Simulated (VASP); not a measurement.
An input for Quantum ESPRESSO's pw.x (written as the equivalent of a VASP run, and not itself run):

```
&CONTROL
  calculation = 'scf'
  pseudo_dir = './pseudo'
  outdir = './out'
  tprnfor = .true.
  tstress = .true.
/
&SYSTEM
  ibrav = 0
  nat = 6
  ntyp = 2
  ecutwfc = 92
  occupations = 'smearing'
  smearing = 'gaussian'
  degauss = 0.003675
  input_dft = 'vdw-df-cx'
/
&ELECTRONS
  conv_thr = 7.3e-09
  electron_maxstep = 100
/
ATOMIC_SPECIES
  Cu 63.546 Cu.upf
  O 15.999 O.upf
CELL_PARAMETERS angstrom
     4.1634605    0.0000000    0.0000000
     0.0000000    4.1634605    0.0000000
     0.0000000    0.0000000    4.1634605
ATOMIC_POSITIONS crystal
  Cu   0.7500000  0.2500000  0.7500000
  Cu   0.2500000  0.7500000  0.7500000
  Cu   0.7500000  0.7500000  0.2500000
  Cu   0.2500000  0.2500000  0.2500000
  O    0.0000000  0.0000000  0.0000000
  O    0.5000000  0.5000000  0.5000000
K_POINTS automatic
  5 5 5 0 0 0
```

Problem. Write the VASP files for the same calculation (vdW-DF-cx).

Solution. This is not unique; one that fits is 
File KPOINTS:
```
Automatic mesh
0
Gamma
5 5 5
0 0 0
```

### INCAR
```
# general
SYSTEM   = Cu2O
PREC     = Accurate
ENCUT    = 520   # plane-wave cut-off (eV)
LREAL    = .False.
LASPH    = .True.   # aspherical one-centre terms

# electronic loop
EDIFF    = 1E-7   # SCF stop (eV)
NELM     = 100   # most electronic steps
ALGO     = Normal
LMAXMIX  = 4

# smearing
ISMEAR   = 0   # Gaussian
SIGMA    = 0.05   # width (eV)

# functional
GGA      = CX
LUSE_VDW = .True.
AGGAC    = 0.0

# ions
ISIF     = 2   # forces and stress, cell fixed

# output
LWAVE    = .False.
LCHARG   = .False.
```

POSCAR:
```
Cu2O
1.0
  4.1634605416   0.0000000000   0.0000000000
  0.0000000000   4.1634605416   0.0000000000
  0.0000000000   0.0000000000   4.1634605416
Cu O
4 2
Cartesian
  3.1225954062   1.0408651354   3.1225954062
  1.0408651354   3.1225954062   3.1225954062
  3.1225954062   3.1225954062   1.0408651354
  1.0408651354   1.0408651354   1.0408651354
  0.0000000000   0.0000000000   0.0000000000
  2.0817302708   2.0817302708   2.0817302708
```

POTCAR, in this order: Cu O (PBE.64 set). Program: vasp_std.

What does not carry over: the potentials are each code's own (VASP's PAW set, PseudoDojo norm-conserving files in pw.x), so ENCUT and ecutwfc are chosen apart and not converted; conv_thr bounds pw.x's estimated SCF error, while EDIFF bounds the energy change between steps.

The compound is Cu2O in the cuprite structure. This cell is one point of a volume scan, at 0.94 of the reference volume.
